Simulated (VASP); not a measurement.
Method: PBEsol GGA, VASP's PBE PAW potentials (set 64) (plane waves; VASP).

A VASP calculation is set up with these files.

### INCAR
```
SYSTEM = BN
PREC = Accurate; ENCUT = 520; LREAL = .FALSE.
LASPH = .TRUE.
EDIFF = 1E-6; NELM = 100; ALGO = Normal
ISMEAR = 0; SIGMA = 0.05
GGA = PS
IBRION = 2; NSW = 60; ISIF = 3
EDIFFG = -0.02
LWAVE = .FALSE.; LCHARG = .FALSE.
```

File KPOINTS:
```
Automatic mesh
0
Gamma
9 9 3
0 0 0
```

File POSCAR:
```
BN
1
    1.2526904821    -2.1697239507     0.0000000000
    1.2526904821     2.1697239507     0.0000000000
   -0.0000000000    -0.0000000000     6.8224324282
B N
2 2
Direct
  0.3333330000   0.6666670000   0.2500000000
  0.6666670000   0.3333330000   0.7500000000
  0.6666670000   0.3333330000   0.2500000000
  0.3333330000   0.6666670000   0.7500000000
```

POTCAR, in this order: B N (PBE.64 set). Program: vasp_std.

What VASP printed:

### OSZICAR
```
       N       E                     dE             d eps       ncg     rms          rms(c)
DAV:   1     0.611060489875E+02    0.61106E+02   -0.84308E+03   600   0.124E+03
DAV:   2    -0.352397842825E+02   -0.96346E+02   -0.87389E+02   824   0.259E+02
DAV:   3    -0.399704895812E+02   -0.47307E+01   -0.47029E+01   720   0.614E+01
DAV:   4    -0.400228961707E+02   -0.52407E-01   -0.52377E-01   728   0.700E+00
DAV:   5    -0.400236884069E+02   -0.79224E-03   -0.79216E-03   716   0.855E-01    0.110E+01
DAV:   6    -0.369564529356E+02    0.30672E+01   -0.75177E+00   668   0.223E+01    0.506E+00
DAV:   7    -0.366585492633E+02    0.29790E+00   -0.50899E-01   716   0.601E+00    0.307E+00
DAV:   8    -0.365717187353E+02    0.86831E-01   -0.27359E-01   684   0.402E+00    0.406E-01
DAV:   9    -0.365686385588E+02    0.30802E-02   -0.12044E-02   704   0.985E-01    0.169E-01
DAV:  10    -0.365693497099E+02   -0.71115E-03   -0.10068E-03   680   0.273E-01    0.345E-02
DAV:  11    -0.365694481360E+02   -0.98426E-04   -0.13478E-04   748   0.102E-01    0.216E-02
DAV:  12    -0.365694472496E+02    0.88646E-06   -0.32072E-05   688   0.485E-02    0.309E-03
DAV:  13    -0.365694474370E+02   -0.18741E-06   -0.12010E-06   536   0.101E-02
   1 F= -.36569447E+02 E0= -.36569447E+02  d E =-.365694E+02
```

### OUTCAR
```
------------------------ aborting loop because EDIFF is reached ----------------------------------------
  FORCE on cell =-STRESS in cart. coord.  units (eV):
  Direction    XX          YY          ZZ          XY          YZ          ZX
  --------------------------------------------------------------------------------------
  Total        0.0259137      0.0259137      0.0602450      0.0000000     -0.0000000     -0.0000000
  in kB        1.1194959      1.1194963      2.6026390      0.0000000     -0.0000000     -0.0000000
  external PRESSURE =       1.6138771 kB  Pullay stress =       0.0000000 kB
  volume of cell :       37.09
      direct lattice vectors                 reciprocal lattice vectors
     1.252690482 -2.169723951  0.000000000     0.399140895 -0.230444062  0.000000000
     1.252690482  2.169723951  0.000000000     0.399140895  0.230444062  0.000000000
     0.000000000  0.000000000  6.822432428     0.000000000  0.000000000  0.146575288
  FREE ENERGIE OF THE ION-ELECTRON SYSTEM (eV)
  ---------------------------------------------------
  free  energy   TOTEN  =       -36.5694474370 eV

  energy  without entropy=      -36.5694474370  energy(sigma->0) =      -36.56944744

 reached required accuracy - stopping structural energy minimisation
```
(Selected blocks of OUTCAR.)

Without a dispersion term in the relaxation, distances and binding between the weakly bound layers, chains or molecules are unreliable, and so is what depends on them.

The compound is BN in the hex structure. It was relaxed first. The start is the result of an earlier pass.
